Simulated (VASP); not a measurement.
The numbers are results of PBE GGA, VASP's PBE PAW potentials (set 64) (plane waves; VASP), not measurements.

VASP ran on this input.

**POSCAR**
```
Co
3.9993650
  0.3170435807  -0.5449055037   0.0000000000
  0.3170435807   0.5449055037   0.0000000000
  0.0000000000   0.0000000000   1.0000000000
Co
2
Direct
  0.3333330000   0.6666670000   0.2500000000
  0.6940680000   0.3607340000   0.7500000000
```

### INCAR
```
# general
SYSTEM =Co
PREC   =Accurate
ENCUT  =400
LREAL  =.False.   # projection in real space or not
LASPH  =.True.

# electronic loop
EDIFF  =1E-6   # SCF stop (eV)
NELM   =100   # most electronic steps
ALGO   =Normal   # blocked Davidson
LMAXMIX=4

# smearing
ISMEAR =1
SIGMA  =0.1   # width (eV)

# functional
GGA    =PE   # PBE

# spin
ISPIN  =2
MAGMOM =2*0.36

# ions
ISIF   =2

# output
LWAVE  =.False.
LCHARG =.False.
LORBIT =10
```

File KPOINTS:
```
Automatic mesh
0
Gamma
15 15 8
0 0 0
```

POTCAR, in this order: Co (PBE.64 set). Program: vasp_std.

The resulting files:

File OSZICAR:
```
       N       E                     dE             d eps       ncg     rms          rms(c)
DAV:   1     0.767296815780E+02    0.76730E+02   -0.70360E+03 29617   0.150E+03
DAV:   2    -0.139469808558E+02   -0.90677E+02   -0.84979E+02 29450   0.276E+02
DAV:   3    -0.161431710180E+02   -0.21962E+01   -0.20998E+01 31750   0.609E+01
DAV:   4    -0.161731814982E+02   -0.30010E-01   -0.29972E-01 41316   0.571E+00
DAV:   5    -0.161736442389E+02   -0.46274E-03   -0.46272E-03 34002   0.615E-01    0.140E+01
DAV:   6    -0.141842903756E+02    0.19894E+01   -0.20741E+01 29740   0.912E+01    0.731E+00
DAV:   7    -0.137497916349E+02    0.43450E+00   -0.28173E+00 30310   0.327E+01    0.405E+00
DAV:   8    -0.139605860359E+02   -0.21079E+00   -0.13957E-01 37709   0.608E+00    0.415E+00
DAV:   9    -0.140518689199E+02   -0.91283E-01   -0.60576E-02 36556   0.401E+00    0.186E+00
DAV:  10    -0.139548527009E+02    0.97016E-01   -0.12178E-01 34924   0.567E+00    0.405E+00
DAV:  11    -0.140571325483E+02   -0.10228E+00   -0.82135E-02 34445   0.478E+00    0.561E-01
DAV:  12    -0.140546608440E+02    0.24717E-02   -0.68650E-03 40889   0.121E+00    0.679E-01
DAV:  13    -0.140555588921E+02   -0.89805E-03   -0.13620E-04 33977   0.193E-01    0.557E-01
DAV:  14    -0.140569392767E+02   -0.13804E-02   -0.43046E-04 35683   0.317E-01    0.303E-01
DAV:  15    -0.140574811581E+02   -0.54188E-03   -0.32321E-04 34611   0.285E-01    0.780E-02
DAV:  16    -0.140575111337E+02   -0.29976E-04   -0.31783E-05 35596   0.897E-02    0.108E-02
DAV:  17    -0.140575096003E+02    0.15334E-05   -0.31954E-06 20063   0.276E-02    0.113E-02
DAV:  18    -0.140575102880E+02   -0.68770E-06   -0.96870E-07 15851   0.179E-02
   1 F= -.14057510E+02 E0= -.14057509E+02  d E =-.280596E-05  mag=     3.2617
```

File OUTCAR:
```
------------------------ aborting loop because EDIFF is reached ----------------------------------------
  FORCE on cell =-STRESS in cart. coord.  units (eV):
  Direction    XX          YY          ZZ          XY          YZ          ZX
  --------------------------------------------------------------------------------------
  Total       -0.9839012     -0.7450995     -0.0604770     -0.1598047      0.0000000      0.0000000
  in kB      -71.3212275    -54.0109184     -4.3838694    -11.5839561      0.0000000      0.0000000
  external PRESSURE =     -43.2386718 kB  Pullay stress =       0.0000000 kB
  volume of cell :       22.10
      direct lattice vectors                 reciprocal lattice vectors
     1.267973000 -2.179276000  0.000000000     0.394330163 -0.229433996  0.000000000
     1.267973000  2.179276000  0.000000000     0.394330163  0.229433996  0.000000000
     0.000000000  0.000000000  3.999365000     0.000000000  0.000000000  0.250039694
 POSITION                                       TOTAL-FORCE (eV/Angst)
 -----------------------------------------------------------------------------------
      1.26797      0.72643      0.99984         0.170507      0.013668      0.000000
      1.33746     -0.72643      2.99952        -0.170507     -0.013668      0.000000
 -----------------------------------------------------------------------------------
    total drift:                                0.000014      0.000007      0.000000
  FREE ENERGIE OF THE ION-ELECTRON SYSTEM (eV)
  ---------------------------------------------------
  free  energy   TOTEN  =       -14.0575102880 eV

  energy  without entropy=      -14.0575074820  energy(sigma->0) =      -14.05750935

 total charge

# of ion       s       p       d       tot
------------------------------------------
    1        0.482   0.506   7.249   8.237
    2        0.482   0.506   7.249   8.237
--------------------------------------------------
tot          0.965   1.011  14.498  16.474

 magnetization (x)

# of ion       s       p       d       tot
------------------------------------------
    1       -0.014  -0.054   1.722   1.654
    2       -0.014  -0.054   1.722   1.654
--------------------------------------------------
tot         -0.029  -0.107   3.444   3.308
```
(Selected blocks of OUTCAR.)

The compound is Co in the hcp structure. The cell was not relaxed at this level, atoms are displaced from their ideal sites. The run is one of a series of settings (MAGMOM = 0.36 0.36 against the base run), some of them coarse on purpose.
